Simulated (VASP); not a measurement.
Output of a VASP run:

### OSZICAR
```
       N       E                     dE             d eps       ncg     rms          rms(c)
DAV:   1     0.621117319350E+03    0.62112E+03   -0.25943E+04  4720   0.279E+03
DAV:   2     0.214878188011E+02   -0.59963E+03   -0.58711E+03  3952   0.671E+02
DAV:   3    -0.347820915087E+02   -0.56270E+02   -0.54500E+02  4274   0.179E+02
DAV:   4    -0.372643592767E+02   -0.24823E+01   -0.24156E+01  4840   0.387E+01
DAV:   5    -0.373178357077E+02   -0.53476E-01   -0.53347E-01  4756   0.623E+00    0.375E+01
DAV:   6    -0.345711069299E+02    0.27467E+01   -0.27290E+01  4464   0.361E+01    0.679E+00
DAV:   7    -0.346880534178E+02   -0.11695E+00   -0.13292E+00  4662   0.103E+01    0.579E+00
DAV:   8    -0.346902037346E+02   -0.21503E-02   -0.17993E-01  5080   0.392E+00    0.288E+00
DAV:   9    -0.346992879263E+02   -0.90842E-02   -0.40179E-01  4980   0.539E+00    0.272E+00
DAV:  10    -0.346589660698E+02    0.40322E-01   -0.18377E-01  5022   0.371E+00    0.517E-01
DAV:  11    -0.346590374184E+02   -0.71349E-04   -0.66828E-03  4628   0.868E-01    0.145E-01
DAV:  12    -0.346590756655E+02   -0.38247E-04   -0.10477E-03  5124   0.308E-01    0.762E-02
DAV:  13    -0.346590726865E+02    0.29791E-05   -0.10864E-04  4998   0.115E-01    0.256E-02
DAV:  14    -0.346590724568E+02    0.22968E-06   -0.11119E-05  4702   0.313E-02    0.146E-02
DAV:  15    -0.346590706833E+02    0.17735E-05   -0.34637E-06  3622   0.173E-02    0.365E-03
DAV:  16    -0.346590707413E+02   -0.58086E-07   -0.27109E-07  2152   0.428E-03
   1 F= -.34659071E+02 E0= -.34659457E+02  d E =-.346591E+02  mag=     0.7735
       N       E                     dE             d eps       ncg     rms          rms(c)
DAV:   1    -0.346689890709E+02   -0.99184E-02   -0.21530E-01  4748   0.506E+00    0.105E+00
DAV:   2    -0.346599210167E+02    0.90681E-02   -0.55528E-02  4098   0.186E+00    0.273E-01
DAV:   3    -0.346602207464E+02   -0.29973E-03   -0.86926E-03  5094   0.941E-01    0.363E-01
DAV:   4    -0.346592156743E+02    0.10051E-02   -0.50793E-03  4924   0.655E-01    0.118E-01
DAV:   5    -0.346590266074E+02    0.18907E-03   -0.42350E-04  4728   0.195E-01    0.320E-02
DAV:   6    -0.346590186940E+02    0.79134E-05   -0.57750E-05  4964   0.689E-02    0.241E-02
DAV:   7    -0.346590185705E+02    0.12350E-06   -0.49317E-06  4008   0.244E-02
   2 F= -.34659019E+02 E0= -.34659291E+02  d E =0.521709E-04  mag=     0.7512
       N       E                     dE             d eps       ncg     rms          rms(c)
DAV:   1    -0.346627954815E+02   -0.37768E-02   -0.78406E-02  4774   0.307E+00    0.632E-01
DAV:   2    -0.346594836864E+02    0.33118E-02   -0.20522E-02  4070   0.113E+00    0.166E-01
DAV:   3    -0.346596049987E+02   -0.12131E-03   -0.33408E-03  5088   0.585E-01    0.223E-01
DAV:   4    -0.346592163481E+02    0.38865E-03   -0.19198E-03  4936   0.398E-01    0.701E-02
DAV:   5    -0.346591466584E+02    0.69690E-04   -0.15650E-04  4778   0.118E-01    0.192E-02
DAV:   6    -0.346591428108E+02    0.38476E-05   -0.20432E-05  4922   0.413E-02    0.141E-02
DAV:   7    -0.346591424111E+02    0.39968E-06   -0.16313E-06  2480   0.148E-02
   3 F= -.34659142E+02 E0= -.34659471E+02  d E =-.716698E-04  mag=     0.7619
```

File OUTCAR:
```
------------------------ aborting loop because EDIFF is reached ----------------------------------------
  FORCE on cell =-STRESS in cart. coord.  units (eV):
  Direction    XX          YY          ZZ          XY          YZ          ZX
  --------------------------------------------------------------------------------------
  Total        0.0059558      0.0059558      0.0059558     -0.0000000      0.0000000     -0.0000000
  in kB        0.1836230      0.1836230      0.1836230     -0.0000000      0.0000000     -0.0000000
  external PRESSURE =       0.1836230 kB  Pullay stress =       0.0000000 kB
  volume of cell :       51.97
      direct lattice vectors                 reciprocal lattice vectors
     0.000000000  2.961863249  2.961863249    -0.168812655  0.168812655  0.168812655
     2.961863249  0.000000000  2.961863249     0.168812655 -0.168812655  0.168812655
     2.961863249  2.961863249 -0.000000000     0.168812655  0.168812655 -0.168812655
 POSITION                                       TOTAL-FORCE (eV/Angst)
 -----------------------------------------------------------------------------------
      0.00000      0.00000     -0.00000         0.000000      0.000000      0.000000
      2.96186      2.96186      2.96186         0.000000      0.000000      0.000000
      1.48093      1.48093      1.48093         0.000000      0.000000     -0.000000
      4.44279      4.44279      4.44279        -0.000000     -0.000000      0.000000
 -----------------------------------------------------------------------------------
    total drift:                                0.000000      0.000000      0.000000
  FREE ENERGIE OF THE ION-ELECTRON SYSTEM (eV)
  ---------------------------------------------------
  free  energy   TOTEN  =       -34.6591424111 eV

  energy  without entropy=      -34.6601281385  energy(sigma->0) =      -34.65947099

 total charge

# of ion       s       p       d       tot
------------------------------------------
    1        1.079   1.400  10.105  12.584
    2        2.336   6.196   3.231  11.763
    3        2.272   6.253   3.176  11.701
    4        2.272   6.253   3.176  11.701
--------------------------------------------------
tot          7.958  20.102  19.688  47.748

 magnetization (x)

# of ion       s       p       d       tot
------------------------------------------
    1       -0.002  -0.006   0.011   0.003
    2       -0.004   0.015  -0.103  -0.092
    3        0.004   0.007   0.368   0.378
    4        0.004   0.007   0.368   0.378
--------------------------------------------------
tot          0.001   0.022   0.643   0.667

 reached required accuracy - stopping structural energy minimisation
```
(Selected blocks of OUTCAR.)

**POSCAR**
```
V3Ge
1
    0.0000000000     2.9632249893     2.9632249893
    2.9632249893     0.0000000000     2.9632249893
    2.9632249893     2.9632249893    -0.0000000000
Ge V
1 3
Direct
  1.0000000000   1.0000000000   0.0000000000
  0.5000000000   0.5000000000   0.5000000000
  0.2500000000   0.2500000000   0.2500000000
  0.7500000000   0.7500000000   0.7500000000
```

Problem. Write an INCAR and KPOINTS that could have produced this output.

Solution. This is not unique; one that fits is the input of the run itself, PBEsol GGA, plane waves, VASP's PBE PAW potentials (set 64).

**KPOINTS**
```
Automatic mesh
0
Gamma
8 8 8
0 0 0
```

**INCAR**
```
# general
SYSTEM  = V3Ge
PREC    = Accurate
ENCUT   = 400
LREAL   = .FALSE.
LASPH   = .TRUE.

# electronic loop
EDIFF   = 1E-6   # SCF stop (eV)
NELM    = 100
ALGO    = Normal   # blocked Davidson
LMAXMIX = 4   # l cut-off of mixed one-centre charges

# smearing
ISMEAR  = 1
SIGMA   = 0.1   # width (eV)

# functional
GGA     = PS

# spin
ISPIN   = 2
MAGMOM  = 0.0 3*2.0

# ions
IBRION  = 2
NSW     = 60   # most ionic steps
ISIF    = 3   # ions, shape and volume
EDIFFG  = -0.02

# output
LWAVE   = .FALSE.
LCHARG  = .FALSE.
LORBIT  = 10
```

POTCAR, in this order: Ge_d V_sv (PBE.64 set). Program: vasp_std.

The structure was generated: V3Ge was put into the D03 type (Fm-3m), which need not be its known phase. This run relaxes it. Symmetry was kept, so distortions that lower it aren't found. The start is the result of an earlier pass.
